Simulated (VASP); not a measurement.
Level of theory: r2SCAN+rVV10, VASP's PBE PAW potentials (set 64) (plane waves; VASP).

Input for VASP

INCAR:
```
# general
SYSTEM  =Pt
PREC    =Accurate
ENCUT   =520   # plane-wave cut-off (eV)
LREAL   =F   # projection in real space or not
LASPH   =T   # aspherical one-centre terms

# electronic loop
EDIFF   =1E-7   # SCF stop (eV)
NELM    =100   # most electronic steps
ALGO    =Normal   # blocked Davidson
LMAXMIX =6   # l cut-off of mixed one-centre charges
LMIXTAU =T

# smearing
ISMEAR  =1
SIGMA   =0.1   # width (eV)

# functional
METAGGA =R2SCAN
LUSE_VDW=T
BPARAM  =11.95
CPARAM  =0.0093

# ions
ISIF    =2

# output
LWAVE   =F
LCHARG  =F
```

### POSCAR
```
Pt
1
    0.0000000000     2.0051912733     2.0051912733
    2.0051912733     0.0000000000     2.0051912733
    2.0051912733     2.0051912733     0.0000000000
Pt
1
Direct
  0.0000000000   0.0000000000   0.0000000000
```

KPOINTS:
```
Automatic mesh
0
Gamma
16 16 16
0 0 0
```

POTCAR, in this order: Pt (PBE.64 set). Program: vasp_std.

What VASP printed:

### OSZICAR
```
       N       E                     dE             d eps       ncg     rms          rms(c)
DAV:   1    -0.100131481917E+02   -0.10013E+02   -0.56419E+03  2723   0.106E+03
DAV:   2    -0.542800893388E+02   -0.44267E+02   -0.42439E+02  2721   0.190E+02
DAV:   3    -0.547222888655E+02   -0.44220E+00   -0.44093E+00  3044   0.197E+01
DAV:   4    -0.547239994668E+02   -0.17106E-02   -0.17105E-02  3076   0.128E+00
DAV:   5    -0.547240118415E+02   -0.12375E-04   -0.12375E-04  3034   0.999E-02    0.111E+01
DAV:   6    -0.508874112783E+02    0.38366E+01   -0.42177E+00  2678   0.174E+01    0.543E+00
DAV:   7    -0.512065666813E+02   -0.31916E+00   -0.56023E-01  2614   0.420E+00    0.389E+00
DAV:   8    -0.512741874086E+02   -0.67621E-01   -0.29550E-01  2664   0.355E+00    0.774E-01
DAV:   9    -0.512995929280E+02   -0.25406E-01   -0.35756E-02  2694   0.138E+00    0.221E-01
DAV:  10    -0.513028530552E+02   -0.32601E-02   -0.55954E-03  2714   0.529E-01    0.455E-02
DAV:  11    -0.513021969287E+02    0.65613E-03   -0.92839E-04  2669   0.219E-01    0.120E-01
DAV:  12    -0.513032569924E+02   -0.10601E-02   -0.75660E-04  2654   0.172E-01    0.115E-02
DAV:  13    -0.513032735269E+02   -0.16534E-04   -0.37358E-05  2670   0.461E-02    0.603E-03
DAV:  14    -0.513032701117E+02    0.34152E-05   -0.21359E-06  2815   0.126E-02    0.442E-03
DAV:  15    -0.513032735733E+02   -0.34617E-05   -0.25260E-06  2659   0.110E-02    0.967E-04
DAV:  16    -0.513032739993E+02   -0.42600E-06   -0.33689E-07  2828   0.477E-03    0.122E-04
DAV:  17    -0.513032740020E+02   -0.26919E-08   -0.18011E-08  1342   0.115E-03
   1 F= -.51303274E+02 E0= -.51302867E+02  d E =-.122200E-02
```

File OUTCAR:
```
------------------------ aborting loop because EDIFF is reached ----------------------------------------
  FORCE on cell =-STRESS in cart. coord.  units (eV):
  Direction    XX          YY          ZZ          XY          YZ          ZX
  --------------------------------------------------------------------------------------
  Total       -1.4147453     -1.4147453     -1.4147453      0.0000000     -0.0000000      0.0000000
  in kB     -140.5696066   -140.5696066   -140.5696066      0.0000000     -0.0000000      0.0000000
  external PRESSURE =    -140.5696066 kB  Pullay stress =       0.0000000 kB
  volume of cell :       16.12
      direct lattice vectors                 reciprocal lattice vectors
     0.000000000  2.005191273  2.005191273    -0.249352771  0.249352771  0.249352771
     2.005191273  0.000000000  2.005191273     0.249352771 -0.249352771  0.249352771
     2.005191273  2.005191273  0.000000000     0.249352771  0.249352771 -0.249352771
 POSITION                                       TOTAL-FORCE (eV/Angst)
 -----------------------------------------------------------------------------------
      0.00000      0.00000      0.00000        -0.000000     -0.000000      0.000000
 -----------------------------------------------------------------------------------
    total drift:                               -0.000000     -0.000000     -0.000000
  FREE ENERGIE OF THE ION-ELECTRON SYSTEM (eV)
  ---------------------------------------------------
  free  energy   TOTEN  =       -51.3032740020 eV

  energy  without entropy=      -51.3020520041  energy(sigma->0) =      -51.30286667
```
(Selected blocks of OUTCAR.)

**OUTCAR**
```
 val. band max:        9.7259288708   @ k =  -0.2500   0.1250   0.0000

 cond. band min:       9.7400209408   @ k =  -0.3750   0.3750   0.0625


 Fermi energy:         9.7332482658

 k-point     1 :       0.0000    0.0000    0.0000
  band No.  band energies     occupation
      1       0.0076      2.00000
      2       6.2493      2.00000
      3       6.2493      2.00000
      4       6.2493      2.00000
      5       8.1823      2.00000
      6       8.1823      2.00000
      7      25.3923      0.00000
      8      30.1659      0.00000
      9      30.1659      0.00000

 k-point     2 :       0.0625    0.0000    0.0000
  band No.  band energies     occupation
      1       0.1612      2.00000
      2       6.1854      2.00000
      3       6.3083      2.00000
      4       6.3083      2.00000
      5       8.1518      2.00000
      6       8.1518      2.00000
      7      25.6144      0.00000
      8      29.3436      0.00000
      9      30.3853      0.00000

 k-point     3 :       0.1250    0.0000    0.0000
  band No.  band energies     occupation
      1       0.6046      2.00000
      2       6.0291      2.00000
      3       6.4551      2.00000
      4       6.4551      2.00000
      5       8.0969      2.00000
      6       8.0969      2.00000
      7      26.1778      0.00000
      8      27.6597      0.00000
      9      31.0123      0.00000

 k-point     4 :       0.1875    0.0000    0.0000
  band No.  band energies     occupation
      1       1.2744      2.00000
      2       5.8867      2.00000
      3       6.5879      2.00000
      4       6.5879      2.00000
      5       8.1321      2.00000
      6       8.1321      2.00000
      7      25.5790      0.00000
      8      26.8832      0.00000
      9      31.9291      0.00000

 k-point     5 :       0.2500    0.0000    0.0000
  band No.  band energies     occupation
      1       2.0191      2.00000
      2       5.9512      2.00000
      3       6.5857      2.00000
...
```

Unless said otherwise, spin-orbit coupling is left out, though it shifts the bands of the heavy elements here.

The compound is Pt in the fcc structure. This cell is one point of a volume scan, at 1.06 of the reference volume.
